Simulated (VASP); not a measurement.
All values below come from r2SCAN+rVV10, VASP's PBE PAW potentials (set 64) (plane waves; VASP).

The input files of a VASP run:

**KPOINTS**
```
Automatic mesh
0
Gamma
14 14 14
0 0 0
```

INCAR:
```
ALGO = Normal
BPARAM = 11.95
CPARAM = 0.0093
EDIFF = 1E-7
ENCUT = 520
ISIF = 2
ISMEAR = 1
LASPH = .TRUE.
LCHARG = .FALSE.
LMAXMIX = 6
LMIXTAU = .TRUE.
LREAL = .FALSE.
LUSE_VDW = .TRUE.
LWAVE = .FALSE.
METAGGA = R2SCAN
NELM = 100
PREC = Accurate
SIGMA = 0.1
SYSTEM = HfN
```

### POSCAR
```
HfN
1
    0.0000000000     2.2967091697     2.2967091697
    2.2967091697     0.0000000000     2.2967091697
    2.2967091697     2.2967091697     0.0000000000
Hf N
1 1
Direct
  0.0000000000   0.0000000000   0.0000000000
  0.5000000000   0.5000000000   0.5000000000
```

POTCAR, in this order: Hf_pv N (PBE.64 set). Program: vasp_std.

Output of the run:

**OSZICAR**
```
       N       E                     dE             d eps       ncg     rms          rms(c)
DAV:   1     0.745863125525E+00    0.74586E+00   -0.85014E+03  2296   0.132E+03
DAV:   2    -0.625686259537E+02   -0.63314E+02   -0.60093E+02  3032   0.262E+02
DAV:   3    -0.649084497481E+02   -0.23398E+01   -0.23072E+01  2982   0.436E+01
DAV:   4    -0.649315029306E+02   -0.23053E-01   -0.22877E-01  2810   0.428E+00
DAV:   5    -0.649320317721E+02   -0.52884E-03   -0.52712E-03  3022   0.450E-01    0.486E+01
DAV:   6    -0.573890758016E+02    0.75430E+01   -0.10965E+01  2712   0.268E+01    0.356E+01
DAV:   7    -0.585043274445E+02   -0.11153E+01   -0.76099E-01  2735   0.868E+00    0.225E+01
DAV:   8    -0.561447850088E+02    0.23595E+01   -0.64033E-01  2598   0.996E+00    0.770E+00
DAV:   9    -0.578873947036E+02   -0.17426E+01   -0.69655E-01  2543   0.101E+01    0.317E+00
DAV:  10    -0.579645258815E+02   -0.77131E-01   -0.28163E-01  2730   0.500E+00    0.217E+00
DAV:  11    -0.579414149701E+02    0.23111E-01   -0.14123E-02  2526   0.127E+00    0.145E+00
DAV:  12    -0.579401655819E+02    0.12494E-02   -0.13699E-02  2728   0.774E-01    0.369E-01
DAV:  13    -0.579402798344E+02   -0.11425E-03   -0.14787E-03  2699   0.367E-01    0.575E-02
DAV:  14    -0.579404236152E+02   -0.14378E-03   -0.33562E-04  2543   0.195E-01    0.111E-01
DAV:  15    -0.579404341966E+02   -0.10581E-04   -0.56265E-05  3012   0.804E-02    0.427E-02
DAV:  16    -0.579403963636E+02    0.37833E-04   -0.10005E-05  2498   0.482E-02    0.562E-02
DAV:  17    -0.579404708238E+02   -0.74460E-04   -0.91080E-05  2744   0.892E-02    0.147E-02
DAV:  18    -0.579404665530E+02    0.42708E-05   -0.11715E-06  2623   0.129E-02    0.938E-03
DAV:  19    -0.579404668105E+02   -0.25751E-06   -0.12462E-07  2472   0.349E-03    0.668E-03
DAV:  20    -0.579404668210E+02   -0.10460E-07   -0.91158E-07  2773   0.656E-03
   1 F= -.57940467E+02 E0= -.57940334E+02  d E =-.398473E-03
```

OUTCAR:
```
------------------------ aborting loop because EDIFF is reached ----------------------------------------
  FORCE on cell =-STRESS in cart. coord.  units (eV):
  Direction    XX          YY          ZZ          XY          YZ          ZX
  --------------------------------------------------------------------------------------
  Total       -2.2988933     -2.2988933     -2.2988933      0.0000000      0.0000000      0.0000000
  in kB     -152.0132314   -152.0132314   -152.0132314      0.0000000      0.0000000      0.0000000
  external PRESSURE =    -152.0132314 kB  Pullay stress =       0.0000000 kB
  volume of cell :       24.23
      direct lattice vectors                 reciprocal lattice vectors
     0.000000000  2.296709170  2.296709170    -0.217702793  0.217702793  0.217702793
     2.296709170  0.000000000  2.296709170     0.217702793 -0.217702793  0.217702793
     2.296709170  2.296709170  0.000000000     0.217702793  0.217702793 -0.217702793
 POSITION                                       TOTAL-FORCE (eV/Angst)
 -----------------------------------------------------------------------------------
      0.00000      0.00000      0.00000        -0.000000     -0.000000     -0.000000
      2.29671      2.29671      2.29671         0.000000      0.000000      0.000000
 -----------------------------------------------------------------------------------
    total drift:                                0.000000     -0.000000     -0.000000
  FREE ENERGIE OF THE ION-ELECTRON SYSTEM (eV)
  ---------------------------------------------------
  free  energy   TOTEN  =       -57.9404668210 eV

  energy  without entropy=      -57.9400683475  energy(sigma->0) =      -57.94033400
```
(Selected blocks of OUTCAR.)

OUTCAR:
```
 val. band max:        8.0473312561   @ k =   0.5000   0.2143   0.0000

 cond. band min:       8.0893761353   @ k =   0.1429   0.0000   0.0000


 Fermi energy:         8.0651930138

 k-point     1 :       0.0000    0.0000    0.0000
  band No.  band energies     occupation
      1     -24.6249      2.00000
      2     -24.6249      2.00000
      3     -24.6249      2.00000
      4     -10.3193      2.00000
      5       4.7253      2.00000
      6       4.7253      2.00000
      7       4.7253      2.00000
      8       7.7618      2.00015
      9       7.7618      2.00015
     10       7.7618      2.00015
     11       9.6451     -0.00000

 k-point     2 :       0.0714    0.0000    0.0000
  band No.  band energies     occupation
      1     -24.6682      2.00000
      2     -24.6285      2.00000
      3     -24.6285      2.00000
      4     -10.2137      2.00000
      5       4.2277      2.00000
      6       4.4485      2.00000
      7       4.4485      2.00000
      8       7.8826      2.02690
      9       7.9266      2.06452
     10       7.9266      2.06452
     11      10.0311     -0.00000

 k-point     3 :       0.1429    0.0000    0.0000
  band No.  band energies     occupation
      1     -24.7872      2.00000
      2     -24.6385      2.00000
      3     -24.6385      2.00000
      4      -9.9139      2.00000
      5       3.1513      2.00000
      6       3.8266      2.00000
      7       3.8266      2.00000
      8       8.0894      0.60366
      9       8.3588     -0.00027
     10       8.3588     -0.00027
     11      10.9712      0.00000

 k-point     4 :       0.2143    0.0000    0.0000
  band No.  band energies     occupation
      1     -24.9540      2.00000
      2     -24.6528      2.00000
      3     -24.6528      2.00000
      4      -9.4667      2.00000
      5       1.9495      2.00000
      6       3.1410      2.00000
      7       3.1410      2.00000
      8       8.3940     -0.00003
      9       8.9966     -0.00000
...
```

Unless said otherwise, spin-orbit coupling is left out, though it shifts the bands of the heavy elements here.

The compound is HfN in the rock salt structure. This cell is one point of a volume scan, at 1.06 of the reference volume. The electron count is odd and the run is not spin-polarised, which forces a metal.
